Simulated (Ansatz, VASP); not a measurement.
# SiO2 (Quartz high): VASP beside Ansatz, part 2 of 2

Aim: how closely do two programs agree when they are given the same cell, functional and k mesh? The cell is taken from a series of runs on this material, whose earlier steps may have relaxed, scaled, displaced or heated it; both programs get it as it stands.

VASP 6.6.1 and Ansatz 0.2.0.

So far. Step 2 (VASP: single point, LDA, pair 1): The run ends at a pressure of -1.91 GPa, with forces up to 0.91 eV/Å.

### Step 3. Ansatz: single point, LDA, pair 1

Level of this step: Ansatz beside VASP: Kohn-Sham DFT, plane waves, LDA (Ansatz).

Ansatz runs on its PAW soft_1 files.

The same cell, functional (in two slightly different forms) and mesh now go to Ansatz, which takes its cutoff from its data sets.

input.yaml reads:

```yaml
crystal:
  lattice:
    - [5.013, 0.0, 0.0]
    - [-2.5065, 4.3413853492, 0.0]
    - [0.0, 0.0, 5.47]
  atoms:
    - { symbol: Si, position: [0.5, 0.5, 0.3333333333] }
    - { symbol: Si, position: [0.0, 0.5, 0.6666666667] }
    - { symbol: Si, position: [0.5, 0.0, 0.0] }
    - { symbol: O, position: [0.197, 0.803, 0.8333333333] }
    - { symbol: O, position: [0.394, 0.197, 0.1666666667] }
    - { symbol: O, position: [0.197, 0.394, 0.5] }
    - { symbol: O, position: [0.803, 0.197, 0.8333333333] }
    - { symbol: O, position: [0.606, 0.803, 0.1666666667] }
    - { symbol: O, position: [0.803, 0.606, 0.5] }
kpoints:
  mp_grid: { grid: [6, 6, 4] }
hamiltonian:
  xc: lda
  pseudopotentials: { kind: paw, azcp: { folder: soft_1 }, xc_functional: pbe }
scf:
  occupations: { method: fixed }
  n_extra_bands: 63
output:
  wannier:
    kmesh: [6, 6, 4]
    projections:
      - { species: O, l: p, shell: 2 }
      - { species: Si, l: s, shell: 3 }
      - { species: Si, l: p, shell: 3 }
    minimise: true
    write_hr: true
    seedname: w
    conv_tol: 1.0e-06
    max_iter: 20000
    stability_check: false
    disentanglement:
      window: [-7.97, 17.46]
      frozen_window: [-7.97, 10.1]
      conv_tol: 1.0e-08
```

On the command line:

```sh
> ansatz run input.yaml --threads 3 --pin off --max-ram 92160MiB --backend cuda --events-out ev --progress --plain --runs-dir out --devices 1 --max-vram 13GiB
```

Numbers of over 12 decimals in the logs are rounded to 6 here.

The log of the run:

```text
scf.n_extra_bands = 63 over 24 filled bands (N_el = 48.0): the run solves 87 bands
GPUs: using 1 of 1 available (devices: 1).
Engine: ansatz 0.2.0, x86_64-unknown-linux-gnu
Pseudopotentials: kind: paw
Pseudopotential: Si, paw, valence charge 4, recommended cutoff 420 eV (normal), soft_1/Si.paw.azcp
Pseudopotential: O, paw, valence charge 6, recommended cutoff 420 eV (normal), soft_1/O.paw.azcp
Functional definition: SPW92
  exchange = slater_x
  correlation = pw_c
device memory: the entry about to start is reckoned to put 3.7 GiB on a device that reports 47.7 GiB free (of which the cap on the GPU budget leaves the run 13.0 GiB)
GPU FFT provider: cuFFT
GPU libraries: cuBLAS 13.8.2, cuFFT 12.4.0, cuSOLVER 12.3.4
Crystal: 9 atoms, lattice volume = 119.046 Å³
Basis set: ecut = 420 eV, 2317 PW (Γ)
Bands: 87, of which v1, the nominal top of the filled ones, is band 24 counted from 1 (23 counted from 0)
Symmetry: 12 space group operations
Space group: P6222 (ITA 180), of the structure as read, at distance tolerance 4.9e-5 Å
k-points: 21 of 144 (time reversal used)
Non-local potential: Si, projectors of the file, l = 0: 2, l = 1: 2, l = 2: 1
Non-local potential: O, projectors of the file, l = 0: 2, l = 1: 2, l = 2: 1
PAW form: soft (Blöchl's): semilocal exchange-correlation on the pseudo side does not see the compensation charge
PAW frozen core: Si, regenerated for the run's functional, and the local potential with it (the file was generated under x = pbe(κ = 0.804, μ = 0.219515), c = pbe(β = 0.066725))
PAW frozen core: O, regenerated for the run's functional, and the local potential with it (the file was generated under x = pbe(κ = 0.804, μ = 0.219515), c = pbe(β = 0.066725))
PAW one-centre angular grid: Si, 110 points (default); XC on 64 Gauss nodes
PAW one-centre angular grid: O, 110 points (default); XC on 64 Gauss nodes
Initial density: superposition of atomic densities (chi_scale 0.1, normalization cell, long waves kept (reshape's long-wave potential 0.03 eV rms))
Initial wavefunctions: pseudopotential atomic-orbital guess
GPU buffer pool allocated for 51840 grid points (all kernels)
GPU transforms: local potential and band sums: pruned to the plane-wave sphere, on 36×36×40
Functional: x = slater, c = lda
SCF iter   1: F=—  HF=-5172.591327 eV  |F-HF|=—  |Δ(HF+E_count)|=         —  Δρ=1.22e-1  dr2=1.60e1  ethr=3.10e-3  ⟨swp⟩=4.8  Hψ=6802  notcnv=0  defer=1256
preconditioner: auto → Resta (q_TF=auto, 2.345 Å⁻¹)  ε∞=1.6  [insulator: Δε(μ)=6.929 eV  Ē_g=30.412 eV  n_scr=22 (ndim 8)  ℏωp=23.6 eV  f_vac=0.004  ε∞_Penn≈1.6]
SCF iter   2: F=—  HF=-5168.161313 eV  |F-HF|=—  |Δ(HF+E_count)|=    4.43e0  Δρ=5.04e-2  dr2=1.11e0  ethr=3.10e-3  ⟨swp⟩=2.4  Hψ=2775  notcnv=0  defer=1228
SCF iter   3: F=—  HF=-5167.889090 eV  |F-HF|=—  |Δ(HF+E_count)|=   2.72e-1  Δρ=1.95e-2  dr2=2.35e-1  ethr=2.32e-3  ⟨swp⟩=2.0  Hψ=1079  notcnv=0  defer=1265
SCF iter   4: F=—  HF=-5167.844183 eV  |F-HF|=—  |Δ(HF+E_count)|=   4.49e-2  Δρ=3.24e-3  dr2=7.06e-3  ethr=4.89e-4  ⟨swp⟩=2.0  Hψ=1669  notcnv=0  defer=1273
SCF iter   5: F=—  HF=-5167.843797 eV  |F-HF|=—  |Δ(HF+E_count)|=   3.86e-4  Δρ=3.12e-4  dr2=9.51e-5  ethr=1.47e-5  ⟨swp⟩=2.8  Hψ=1556  notcnv=0  defer=1279
SCF iter   6: F=—  HF=-5167.843890 eV  |F-HF|=—  |Δ(HF+E_count)|=   9.32e-5  Δρ=3.37e-5  dr2=1.40e-6  ethr=1.98e-7  ⟨swp⟩=2.5  Hψ=1096  notcnv=0  defer=1190
SCF iter   7: F=-5167.843890 eV  HF=-5167.843890 eV  |F-HF|=4.49e-9  |Δ(HF+E_count)|=   1.74e-7  Δρ=5.73e-6  dr2=5.00e-8  ethr=2.08e-10  ⟨swp⟩=17.0  Hψ=17294  notcnv=0
SCF 1 converged in 7 iterations: F = -5167.843890 eV  dr2 = 5.00e-8
  greatest PAW one-centre occupation: 0.856 electrons in one spin orbital (limit 2), on the O atom at site 8 (counted from 0), in its partial waves of l = 0
device memory: the entry about to start is reckoned to put 4.5 GiB (of the 4.6 GiB reckoned in all, the device holds 0.1 GiB already) on a device that reports 45.5 GiB free (of which the cap on the GPU budget leaves the run 12.9 GiB)
NSCF: frozen V_eff on 21 k-points
the band table was solved once the SCF had ended and its energy, with any forces and stress, was formed, with the checks that follow a solve (7265 applications of the Hamiltonian). They found nothing against the state; the energy, forces and stress were not computed again (output.eigenvalues in the input reference)
device memory: the entry about to start is reckoned to put 2.9 GiB on a device that reports 45.0 GiB free (of which the cap on the GPU budget leaves the run 13.0 GiB)
NSCF: frozen V_eff on 25 k-points, pencils in batches of 32, up to order 348
the Wannier pass solved 25 of the 144 points of its mesh, and has the states at the others by symmetry: states obtained by the crystal's operations at points that were solved too leave a residual of 4.48e-13 eV (read by the count's bands and the next), within 6.67e-6 eV
SCF converged after 7 iterations
Free energy (F): -5167.843890 eV
Harris-Foulkes:  -5167.843890 eV  (|F-HF|=4.49e-9)
Internal energy: -5167.843890 eV  (E = F + TS)
E sigma→0 (E₀):  -5167.843890 eV
Fermi energy:    1.762936 eV
--- Per-component energies (eV) ---
  E_band       = -240.959167
  E_kinetic    = 1158.433440
  E_local      = -3037.821116  (includes V_loc(G=0)·N_el)
  E_nonlocal   = 396.072218
  E_hartree    = 1107.201352
  E_xc         = -592.314827
  E_vxc        = -690.036068  (∫ρ·V_xc dr)
  E_paw        = -2372.992108  (= ΣΔE_a)
  E_vpaw       = -282.014018  (= ΣTr[D̂ρ^β])
  E_aug_tail   = 0.005015  (compensation charges beyond the density's cutoff)
  E_ewald      = -1827.262385
  E_core_change = 0.834521  (= ΣΔE_core)
  E_smearing   = -0.000000  (= −TS)
  E_closure    = -0.000000  (closes the sum)
  Σ components = -5167.843890   (vs F -5167.843890, Δ=0.00e0)
--- Band table (eV; the first three rows and the last of 21) ---
  k-point 0: bands = [... 20 lower, 0.6053, 1.2674, 1.2674, 1.6513, 7.0977, 10.3932, 10.3932, 11.1436, ... 59 higher]
  k-point 1: bands = [... 20 lower, 0.6977, 1.2040, 1.6660, 1.6955, 7.6649, 10.0736, 10.1048, 11.2029, ... 59 higher]
  k-point 2: bands = [... 20 lower, 0.3790, 1.4399, 1.7629, 1.7629, 8.9489, 8.9489, 9.8539, 11.6810, ... 59 higher]
  k-point 20: bands = [... 20 lower, 0.8472, 0.9299, 1.1269, 1.1269, 10.2497, 10.5485, 10.5485, 10.8127, ... 59 higher]
Wannier search: line search 1 of at most 20000: gauge-dependent spread (as the search counts it) 16.5131870 Å², largest recent change 2.8e0 Å² against conv_tol 1.0e-6 Å², 0 stops escaped
Wannier search: line search 100 of at most 20000: gauge-dependent spread (as the search counts it) 12.5510547 Å², largest recent change 3.9e-3 Å² against conv_tol 1.0e-6 Å², 0 stops escaped
Wannier search: line search 200 of at most 20000: gauge-dependent spread (as the search counts it) 1.6194399 Å², largest recent change 2.7e-2 Å² against conv_tol 1.0e-6 Å², 0 stops escaped
Wannier search: line search 300 of at most 20000: gauge-dependent spread (as the search counts it) 1.6110870 Å², largest recent change 7.2e-6 Å² against conv_tol 1.0e-6 Å², 0 stops escaped
Wannier search: line search 400 of at most 20000: gauge-dependent spread (as the search counts it) 1.6105334 Å², largest recent change 5.8e-6 Å² against conv_tol 1.0e-6 Å², 0 stops escaped
Wannier search: line search 500 of at most 20000: gauge-dependent spread (as the search counts it) 1.6099943 Å², largest recent change 5.5e-6 Å² against conv_tol 1.0e-6 Å², 0 stops escaped
Wannier search: line search 600 of at most 20000: gauge-dependent spread (as the search counts it) 1.6094668 Å², largest recent change 5.8e-6 Å² against conv_tol 1.0e-6 Å², 0 stops escaped
Wannier search: line search 700 of at most 20000: gauge-dependent spread (as the search counts it) 1.6089550 Å², largest recent change 5.2e-6 Å² against conv_tol 1.0e-6 Å², 0 stops escaped
Wannier search: line search 800 of at most 20000: gauge-dependent spread (as the search counts it) 1.6084627 Å², largest recent change 5.0e-6 Å² against conv_tol 1.0e-6 Å², 0 stops escaped
Wannier search: line search 900 of at most 20000: gauge-dependent spread (as the search counts it) 1.6079912 Å², largest recent change 5.1e-6 Å² against conv_tol 1.0e-6 Å², 0 stops escaped
Wannier search: line search 1000 of at most 20000: gauge-dependent spread (as the search counts it) 1.6075444 Å², largest recent change 4.5e-6 Å² against conv_tol 1.0e-6 Å², 0 stops escaped
Wannier search: line search 1100 of at most 20000: gauge-dependent spread (as the search counts it) 1.6071242 Å², largest recent change 4.2e-6 Å² against conv_tol 1.0e-6 Å², 0 stops escaped
Wannier search: line search 1200 of at most 20000: gauge-dependent spread (as the search counts it) 1.6067304 Å², largest recent change 4.2e-6 Å² against conv_tol 1.0e-6 Å², 0 stops escaped
Wannier search: line search 1300 of at most 20000: gauge-dependent spread (as the search counts it) 1.6063647 Å², largest recent change 3.6e-6 Å² against conv_tol 1.0e-6 Å², 0 stops escaped
Wannier search: line search 1400 of at most 20000: gauge-dependent spread (as the search counts it) 1.6060273 Å², largest recent change 3.3e-6 Å² against conv_tol 1.0e-6 Å², 0 stops escaped
Wannier search: line search 1500 of at most 20000: gauge-dependent spread (as the search counts it) 1.6057166 Å², largest recent change 3.3e-6 Å² against conv_tol 1.0e-6 Å², 0 stops escaped
Wannier search: line search 1600 of at most 20000: gauge-dependent spread (as the search counts it) 1.6054328 Å², largest recent change 2.8e-6 Å² against conv_tol 1.0e-6 Å², 0 stops escaped
Wannier search: line search 1700 of at most 20000: gauge-dependent spread (as the search counts it) 1.6051749 Å², largest recent change 2.5e-6 Å² against conv_tol 1.0e-6 Å², 0 stops escaped
Wannier search: line search 1800 of at most 20000: gauge-dependent spread (as the search counts it) 1.6049407 Å², largest recent change 2.5e-6 Å² against conv_tol 1.0e-6 Å², 0 stops escaped
Wannier search: line search 1900 of at most 20000: gauge-dependent spread (as the search counts it) 1.6047294 Å², largest recent change 2.1e-6 Å² against conv_tol 1.0e-6 Å², 0 stops escaped
Wannier search: line search 2000 of at most 20000: gauge-dependent spread (as the search counts it) 1.6045396 Å², largest recent change 1.9e-6 Å² against conv_tol 1.0e-6 Å², 0 stops escaped
Wannier search: line search 2100 of at most 20000: gauge-dependent spread (as the search counts it) 1.6043689 Å², largest recent change 1.8e-6 Å² against conv_tol 1.0e-6 Å², 0 stops escaped
Wannier search: line search 2200 of at most 20000: gauge-dependent spread (as the search counts it) 1.6042164 Å², largest recent change 1.5e-6 Å² against conv_tol 1.0e-6 Å², 0 stops escaped
Wannier search: line search 2300 of at most 20000: gauge-dependent spread (as the search counts it) 1.6040804 Å², largest recent change 1.3e-6 Å² against conv_tol 1.0e-6 Å², 0 stops escaped
Wannier search: line search 2400 of at most 20000: gauge-dependent spread (as the search counts it) 1.6039591 Å², largest recent change 1.3e-6 Å² against conv_tol 1.0e-6 Å², 0 stops escaped
Wannier search: line search 2500 of at most 20000: gauge-dependent spread (as the search counts it) 1.6038515 Å², largest recent change 1.0e-6 Å² against conv_tol 1.0e-6 Å², 0 stops escaped
```

### Step 4. Comparison

Known differences besides the potentials themselves: fixed occupations in Ansatz, narrow Gaussian smearing in VASP; the cutoff is 420 eV in Ansatz and 520 eV in VASP; VASP's log shows a relativistic correction to its local exchange, Ansatz's none. Total energies have different zeros and are not compared.

The two programs side by side:

```tsv
quantity	Ansatz	VASP	difference
gap on the k mesh (eV)	5.335	5.330	+0.005
```

A gap on the mesh is an upper bound, since the band edges may lie between its points.

### Step 5. VASP: single point, LDA, pair 2

With cell and atoms fixed, the geometry can't cause a difference; cores, projectors, grids and the points listed under the comparison can.

INCAR reads:

```
SYSTEM = SiO2
PREC = Accurate
ENCUT = 520
EDIFF = 1E-06
NELM = 120
ISMEAR = -1
SIGMA = 0.02
LREAL = .FALSE.
ALGO = Normal
GGA = PW92
NBANDS = 33
LORBIT = 11
LWAVE = .FALSE.
LCHARG = .FALSE.
ISIF = 2
LASPH = .TRUE.
GGA_COMPAT = .FALSE.
EFERMI = MIDGAP
KPAR = 2
```

POSCAR reads:

```
SiO2
1.0
    5.0130000000      0.0000000000      0.0000000000
   -2.5065000000      4.3413853492      0.0000000000
    0.0000000000      0.0000000000      5.4700000000
Si O
3 6
Direct
    0.5000000000      0.5000000000      0.3333333333
    0.0000000000      0.5000000000      0.6666666667
    0.5000000000      0.0000000000      1.0000000000
    0.1970000000      0.8030000000      0.8333333333
    0.3940000000      0.1970000000      0.1666666667
    0.1970000000      0.3940000000      0.5000000000
    0.8030000000      0.1970000000      0.8333333333
    0.6060000000      0.8030000000      0.1666666667
    0.8030000000      0.6060000000      0.5000000000
```

KPOINTS reads:

```
Automatic mesh
0
Gamma
6 6 4
0 0 0
```

Potentials, in the order of the species: Si and O (LDA family, release 64).

On the command line:

```sh
> mpirun -np 2 vasp_std
```

The log of the run:

```text
[banner, memory and clock lines left out]
running    2 mpi-ranks, on    1 nodes
[...]
[... a notice as in an earlier step ...]

 LDA part: xc-table for (Slater(with rela. corr.)+PW92), standard interpolation
 POSCAR, INCAR and KPOINTS ok, starting setup
[...]
entering main loop
       N       E                     dE             d eps       ncg     rms          rms(c)
DAV:   1     0.274738375976E+03    0.27474E+03   -0.25019E+04  1386   0.134E+03
DAV:   2    -0.679500405164E+02   -0.34269E+03   -0.33133E+03  1787   0.305E+02
[... 12 cycles as in an earlier step ...]
   1 F= -.77655609E+02 E0= -.77655609E+02  d E =0.000000E+00
```

Parts of OUTCAR (step 5):

```text
[... 6 parts as in an earlier step ...]

[... 1 further part left out ...]
[key lines of the parts left out:]
E-fermi :   3.1718
```

The run ends at a pressure of -1.91 GPa, with forces up to 0.91 eV/Å.

### Step 6. Ansatz: single point, LDA, pair 2

The same cell, functional (in two slightly different forms), mesh and smearing now go to Ansatz, which takes its cutoff from its data sets.

The cell is taken from a series of runs on this material, whose earlier steps may have relaxed, scaled, displaced or heated it; both programs get it as it stands.

input.yaml, the sections that differ from step 3:

```yaml
kpoints:
  mp_grid: { grid: [6, 6, 4] }
  band_path:
    path:
      - [[0.0, 0.0, 0.0], [0.5, 0.0, 0.0], [0.33333333, 0.33333333, 0.0], [0.0, 0.0, 0.0], [0.0, 0.0, 0.5], [0.5, 0.0, 0.5], [0.33333333, 0.33333333, 0.5], [0.0, 0.0, 0.5]]
      - [[0.5, 0.0, 0.5], [0.5, 0.0, 0.0]]
      - [[0.33333333, 0.33333333, 0.5], [0.33333333, 0.33333333, 0.0]]
    npoints: 10
scf:
  occupations: { method: fermi_dirac, width: 0.02 }
  n_extra_bands: 63
output:
  eigenvalues: true
  fatbands: true
  write_density: true
  write_potential: true
  elf: true
  volumetric_format: npy
# crystal, hamiltonian: as in step 3
```

On the command line:

```sh
> ansatz run input.yaml --threads 3 --pin off --max-ram 92160MiB --backend cuda --events-out ev --progress --plain --runs-dir out --devices 1 --max-vram 13GiB
```

The log of the run:

```text
[...]
GPUs: using 1 of 1 available (devices: 1).
[...]
GPU FFT provider: cuFFT
GPU libraries: cuBLAS 13.8.2, cuFFT 12.4.0, cuSOLVER 12.3.4
Crystal: 9 atoms, lattice volume = 119.046 Å³
Basis set: ecut = 420 eV, 2317 PW (Γ)
Bands: 87, of which v1, the nominal top of the filled ones, is band 24 counted from 1 (23 counted from 0)
Symmetry: 12 space group operations
[...]
--- Band table (eV; the first three rows and the last of 21) ---
  k-point 0: bands = [... 20 lower, 0.6053, 1.2674, 1.2674, 1.6513, 7.0977, 10.3933, 10.3933, 11.1437, ... 59 higher]
  k-point 1: bands = [... 20 lower, 0.6977, 1.2040, 1.6660, 1.6955, 7.6649, 10.0737, 10.1048, 11.2029, ... 59 higher]
  k-point 2: bands = [... 20 lower, 0.3790, 1.4399, 1.7629, 1.7629, 8.9490, 8.9490, 9.8540, 11.6811, ... 59 higher]
  k-point 20: bands = [... 20 lower, 0.8472, 0.9299, 1.1270, 1.1270, 10.2498, 10.5486, 10.5486, 10.8127, ... 59 higher]
[key lines of the parts left out:]
SCF converged after 7 iterations
Free energy (F): -5167.843890 eV
Fermi energy:    4.446141 eV
```

### Step 7. Differences

Both answers:

```tsv
quantity	Ansatz	VASP	difference
gap on the k mesh (eV)	5.335	5.330	+0.005
```

A gap on the mesh is an upper bound, since the band edges may lie between its points.

### Step 8. Results

| Quantity | Value |
| --- | --- |
| difference in gap on the k mesh (single point, LDA, pair 1) | 0.0046 eV |
| difference in gap on the k mesh (single point, LDA, pair 2) | 0.0047 eV |

In words: The difference in gap on the k mesh is 0.0047 eV (single point, LDA, pair 2), within the 0.08 eV picked in this series as the mark of a large difference. Pairs 1 and 2 hold one cell, so they aren't independent. Such differences can come from data sets, numerical settings and the points named under the comparisons, not from the functional's error against experiment.

[Lines on the potential files, build, host, timing and source positions are cut from VASP's logs without a mark.]

[Logs are printed without paths, hosts, clocks, repeated set-up lines and the standing remarks that a program may print on its own settings, such as how far it seeks lower states.]

[Hosts, paths, dates, database ids (printed as entryN), source tags and the programs' standing remarks are cut or masked in the printed files.]
